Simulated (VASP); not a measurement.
Si2Sb2Te, 10 atoms in the cell. The structure is orthorhombic, space group Cmc2_1 (No. 36). Conventional cell: a = 12.306 Å, b = 7.231 Å, c = 6.866 Å, α = 90.00°, β = 90.00°, γ = 90.00°. Around Si (site symmetry 1) lie 1 Te at 2.58 Å and 3 Sb at 2.63 to 2.66 Å. Sb (site symmetry 1) has 3 Si at 2.63 to 2.66 Å as nearest neighbours. Te (site symmetry m) is surrounded by 2 Si at 2.58 Å. The cell was built by a generator and needn't be a form met in nature.

```yaml
Program: VASP 6.6.1
Task: single point
Functional: PBEsol
Potentials_or_basis: VASP PAW PBE potentials, release 64 (Si, Sb, Te)
Cutoff: 520 eV
k_mesh: 6 × 6 × 4
Occupations: gaussian, width 0.1 eV
Spin: no spin polarisation
Further_INCAR_settings: ALGO = Fast; EDIFF = 1e-07; NBANDS = 35
```

Potentials or basis: VASP PAW PBE potentials, release 64 (Si, Sb, Te).

Launch:

```console
$ cat potpaw_PBE.64/Si/POTCAR potpaw_PBE.64/Sb/POTCAR potpaw_PBE.64/Te/POTCAR > POTCAR
$ mpirun -np 4 vasp_std > vasp.out
```

Hardware: 4 MPI ranks on Intel(R) Xeon(R) Platinum 8259CL CPU @ 2.50GHz (Skylake/Cascade Lake), with other jobs on the host.

Task: Estimate the wall time of this run.

Result: Run time: 3.8 min on 4 MPI ranks on Intel(R) Xeon(R) Platinum 8259CL CPU @ 2.50GHz (Skylake/Cascade Lake) (shared host), peak memory 0.65 GiB a rank. Counts: scf iterations 16, k points 39.
